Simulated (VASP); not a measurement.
Output of a VASP run:

### OUTCAR
```
 ion  position               nearest neighbor table
   1  0.333  0.667  0.250-   2 2.84   2 2.84   2 2.84   2 2.84   2 2.84   2 2.84
   2  0.667  0.333  0.750-   1 2.84   1 2.84   1 2.84   1 2.84   1 2.84   1 2.84
  LATTYP: Found a hexagonal cell.
 ALAT       =     2.8897425439
 C/A-ratio  =     1.5866472121
 Subroutine PRICEL returns:
 Original cell was already a primitive cell.
 Subroutine GETGRP returns: Found 24 space group operations
The static configuration has the point symmetry D_3d.
 The point group associated with its full space group is D_6h.
The dynamic configuration has the point symmetry D_3d.
 Subroutine INISYM returns: Found 24 space group operations
 Subroutine IBZKPT returns following result:
 Found     84 irreducible k-points:

 Following reciprocal coordinates:
            Coordinates               Weight
  0.000000  0.000000  0.000000      1.000000
  0.076923 -0.000000  0.000000      6.000000
  0.153846  0.000000  0.000000      6.000000
  0.230769  0.000000  0.000000      6.000000
  0.307692  0.000000  0.000000      6.000000
  0.384615  0.000000  0.000000      6.000000
  0.461538  0.000000  0.000000      6.000000
  0.076923  0.076923  0.000000      6.000000
  0.153846  0.076923  0.000000     12.000000
  0.230769  0.076923  0.000000     12.000000
  0.307692  0.076923  0.000000     12.000000
  0.384615  0.076923  0.000000     12.000000
  0.461538  0.076923  0.000000      6.000000
  0.153846  0.153846  0.000000      6.000000
  0.230769  0.153846  0.000000     12.000000
  0.307692  0.153846  0.000000     12.000000
  0.384615  0.153846  0.000000     12.000000
  0.230769  0.230769  0.000000      6.000000
  0.307692  0.230769  0.000000     12.000000
  0.384615  0.230769  0.000000      6.000000
  0.307692  0.307692  0.000000      6.000000
  0.000000  0.000000  0.142857      2.000000
  0.076923 -0.000000  0.142857     12.000000
  0.153846  0.000000  0.142857     12.000000
  0.230769  0.000000  0.142857     12.000000
  0.307692  0.000000  0.142857     12.000000
  0.384615  0.000000  0.142857     12.000000
  0.461538  0.000000  0.142857     12.000000
  0.076923  0.076923  0.142857     12.000000
  0.153846  0.076923  0.142857     24.000000
  0.230769  0.076923  0.142857     24.000000
  0.307692  0.076923  0.142857     24.000000
  0.384615  0.076923  0.142857     24.000000
  0.461538  0.076923  0.142857     12.000000
  0.153846  0.153846  0.142857     12.000000
  0.230769  0.153846  0.142857     24.000000
  0.307692  0.153846  0.142857     24.000000
  0.384615  0.153846  0.142857     24.000000
  0.230769  0.230769  0.142857     12.000000
  0.307692  0.230769  0.142857     24.000000
   k-points           NKPTS =     84   k-points in BZ     NKDIM =     84   number of bands    NBANDS=     16
   number of dos      NEDOS =    301   number of ions     NIONS =      2
   total plane-waves  NPLWV =  12000
   dimension x,y,z NGX =    20 NGY =   20 NGZ =   30
   dimension x,y,z NGXF=    40 NGYF=   40 NGZF=   60
   ions per type =               2
   PREC   = accura    normal or accurate (medium, high low for compatibility)
   ISTART =      0    job   : 0-new  1-cont  2-samecut
   ICHARG =      2    charge: 1-file 2-atom 10-const
   ISPIN  =      1    spin polarized calculation?
   LNONCOLLINEAR =      F non collinear calculations
   LSORBIT =      F    spin-orbit coupling
   INIWAV =      1    electr: 0-lowe 1-rand  2-diag
   ENCUT  =  400.0 eV  29.40 Ry    5.42 a.u.   4.71  4.71  7.48*2*pi/ulx,y,z
   NELM   =    100;   NELMIN=  2; NELMDL= -5     # of ELM steps
   EDIFF  = 0.1E-07   stopping-criterion for ELM
   LREAL  =      F    real-space projection
   NLSPLINE    = F    spline interpolate recip. space projectors
   LMAXMIX     =    4 max onsite mixed and CHGCAR
   VOSKOWN=      0    Vosko Wilk Nusair interpolation
   EDIFFG = -.1E-02   stopping-criterion for IOM
   NSW    =     30    number of steps for IOM
...
```

### OSZICAR
```
       N       E                     dE             d eps       ncg     rms          rms(c)
DAV:   1     0.223639213477E+03    0.22364E+03   -0.11964E+04  2688   0.162E+03
DAV:   2     0.789249130063E+01   -0.21575E+03   -0.21456E+03  2800   0.453E+02
DAV:   3    -0.178916138796E+02   -0.25784E+02   -0.25559E+02  5224   0.129E+02
DAV:   4    -0.188367807033E+02   -0.94517E+00   -0.94419E+00  2760   0.258E+01
DAV:   5    -0.188829609171E+02   -0.46180E-01   -0.46180E-01  4376   0.402E+00    0.130E+01
DAV:   6    -0.166777706141E+02    0.22052E+01   -0.78811E+00  3176   0.333E+01    0.329E+00
DAV:   7    -0.166467227629E+02    0.31048E-01   -0.91376E-01  4024   0.812E+00    0.208E+00
DAV:   8    -0.166720086140E+02   -0.25286E-01   -0.22580E-01  3136   0.648E+00    0.748E-01
DAV:   9    -0.166624729645E+02    0.95356E-02   -0.55706E-02  3224   0.273E+00    0.580E-02
DAV:  10    -0.166626585693E+02   -0.18560E-03   -0.21622E-03  4240   0.358E-01    0.922E-02
DAV:  11    -0.166627182591E+02   -0.59690E-04   -0.21745E-04  3056   0.121E-01    0.247E-02
DAV:  12    -0.166627076383E+02    0.10621E-04   -0.36891E-05  3800   0.463E-02    0.103E-02
DAV:  13    -0.166627075808E+02    0.57529E-07   -0.12799E-06  3200   0.121E-02    0.275E-03
DAV:  14    -0.166627082558E+02   -0.67499E-06   -0.40197E-07  4088   0.554E-03    0.338E-04
DAV:  15    -0.166627086167E+02   -0.36089E-06   -0.38483E-08  2736   0.149E-03    0.947E-05
DAV:  16    -0.166627086926E+02   -0.75934E-07   -0.26319E-09  1784   0.524E-04    0.690E-05
DAV:  17    -0.166627086976E+02   -0.49836E-08   -0.93899E-10  1640   0.301E-04
   1 F= -.16662709E+02 E0= -.16662596E+02  d E =-.166627E+02
```

File OUTCAR:
```
------------------------ aborting loop because EDIFF is reached ----------------------------------------
  FORCE on cell =-STRESS in cart. coord.  units (eV):
  Direction    XX          YY          ZZ          XY          YZ          ZX
  --------------------------------------------------------------------------------------
  Total       -0.0011819     -0.0011819      0.0107333      0.0000000      0.0000000      0.0000000
  in kB       -0.0571104     -0.0571104      0.5186268      0.0000000      0.0000000      0.0000000
  external PRESSURE =       0.1348020 kB  Pullay stress =       0.0000000 kB
  volume of cell :       33.16
      direct lattice vectors                 reciprocal lattice vectors
     1.444871248 -2.502590467  0.000000000     0.346051595 -0.199792977  0.000000000
     1.444871248  2.502590467  0.000000000     0.346051595  0.199792977  0.000000000
     0.000000000  0.000000000  4.585001951     0.000000000  0.000000000  0.218102415
 POSITION                                       TOTAL-FORCE (eV/Angst)
 -----------------------------------------------------------------------------------
      1.44487      0.83420      1.14625         0.000000      0.000000      0.000000
      1.44487     -0.83420      3.43875        -0.000000     -0.000000      0.000000
 -----------------------------------------------------------------------------------
    total drift:                               -0.000000      0.001048     -0.000020
  FREE ENERGIE OF THE ION-ELECTRON SYSTEM (eV)
  ---------------------------------------------------
  free  energy   TOTEN  =       -16.6627086976 eV

  energy  without entropy=      -16.6623718792  energy(sigma->0) =      -16.66259642

 reached required accuracy - stopping structural energy minimisation
```
(Selected blocks of OUTCAR.)

**POSCAR**
```
Ti
1
    1.4448712480    -2.5025904672     0.0000000000
    1.4448712480     2.5025904672     0.0000000000
   -0.0000000000     0.0000000000     4.5850019509
Ti
2
Direct
  0.3333330000   0.6666670000   0.2500000000
  0.6666670000   0.3333330000   0.7500000000
```

Q: Reconstruct the remaining input files.

A: One answer among several that fit: the input of the run itself, PBEsol GGA, plane waves, VASP's PBE PAW potentials (set 64).

### KPOINTS
```
Automatic mesh
0
gamma
13 13 7
```

### INCAR
```
SYSTEM=Ti
PREC=Accurate; ENCUT=400; LREAL=F
LASPH=T
EDIFF=1E-8; NELM=100; ALGO=Normal
LMAXMIX=4
ISMEAR=1; SIGMA=0.1
GGA=PS
IBRION=1; NSW=30; ISIF=2
EDIFFG=-0.001
LWAVE=F; LCHARG=F
```

POTCAR, in this order: Ti_sv (PBE.64 set). Program: vasp_std.

The compound is Ti in the hcp structure. It was relaxed first, which changed the volume by -6 %. The start is the result of an earlier pass.
